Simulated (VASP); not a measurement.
LiCl (rock salt):

```xyz
2
Lattice="0.0000 2.5700 2.5700 2.5700 0.0000 2.5700 2.5700 2.5700 0.0000" Properties=species:S:1:pos:R:3 pbc="T T T"
Li     0.0000     0.0000     0.0000
Cl     2.5700     2.5700     2.5700
```

The lowest empty band near Γ, direction [110], from PBE with spin-orbit coupling in VASP (PAW); its two spin partners are averaged. The gap over the points computed is 6.26 eV, and the next band on that side lies 5.63 eV away at the edge.

Settings: 520 eV cut-off, 10×10×10 Γ-centred mesh, Gaussian smearing of 0.050 eV, potentials Li_sv Cl.

| distance from the edge in k (1/Å) | distance in energy (meV) |
|---|---|
| 0.025 | 5.2 |
| 0.035 | 10.1 |
| 0.050 | 20.5 |
| 0.070 | 39.6 |

Fit E(1 + αE) = ħ²k²/2m* (ħ²/2m0 = 3.810 eV Å²) and predict the row at 0.095 1/Å.

Least squares on the energies gives the electron mass m* = 0.458 m0 and α = 0.76 per eV, and so 71.3 meV. The run gave 72.0 meV, +0.7 meV from the fit.

Left out are points under 3 meV from the edge, since the levels carry 0.1 meV, and points farther than half the way to the next band.

The compound is LiCl in the rock salt structure. The cell was not relaxed at this level.
